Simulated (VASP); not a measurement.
The input files of a VASP run:

### POSCAR
```
ZrN
1
    0.0000000000     2.2713679490     2.2713679490
    2.2770606005    -0.0056926515     2.2770606005
    2.2770606005     2.2770606005    -0.0056926515
Zr N
1 1
Direct
  0.0000000000   0.0000000000   0.0000000000
  0.5000000000   0.5000000000   0.5000000000
```

INCAR:
```
SYSTEM=ZrN
PREC=Accurate; ENCUT=600; LREAL=F
LASPH=T
EDIFF=1E-7; NELM=100; ALGO=Normal
LMAXMIX=4
ISMEAR=1; SIGMA=0.1
GGA=PS
ISIF=2
LWAVE=F; LCHARG=F
```

**KPOINTS**
```
Automatic mesh
0
gamma
  12 12 12
0 0 0
```

POTCAR, in this order: Zr_sv N (PBE.64 set). Program: vasp_std.

Problem. Write an equivalent input for Quantum ESPRESSO's pw.x.

Solution. One equivalent input (not run):
```
&CONTROL
  calculation = 'scf'
  pseudo_dir = './pseudo'
  outdir = './out'
  tprnfor = .true.
  tstress = .true.
/
&SYSTEM
  ibrav = 0
  nat = 2
  ntyp = 2
  ecutwfc = 84
  occupations = 'smearing'
  smearing = 'methfessel-paxton'
  degauss = 0.00735
  input_dft = 'pbesol'
/
&ELECTRONS
  conv_thr = 7.3e-09
  electron_maxstep = 100
/
ATOMIC_SPECIES
  Zr 91.224 Zr.upf
  N 14.007 N.upf
CELL_PARAMETERS angstrom
     0.0000000    2.2713679    2.2713679
     2.2770606   -0.0056927    2.2770606
     2.2770606    2.2770606   -0.0056927
ATOMIC_POSITIONS crystal
  Zr   0.0000000  0.0000000  0.0000000
  N    0.5000000  0.5000000  0.5000000
K_POINTS automatic
  12 12 12 0 0 0
```
What does not carry over: the potentials are each code's own (VASP's PAW set, PseudoDojo norm-conserving files in pw.x), so ENCUT and ecutwfc are chosen apart and not converted; conv_thr bounds pw.x's estimated SCF error, while EDIFF bounds the energy change between steps.

The compound is ZrN in the rock salt structure. This cell was strained or had an atom moved on purpose.
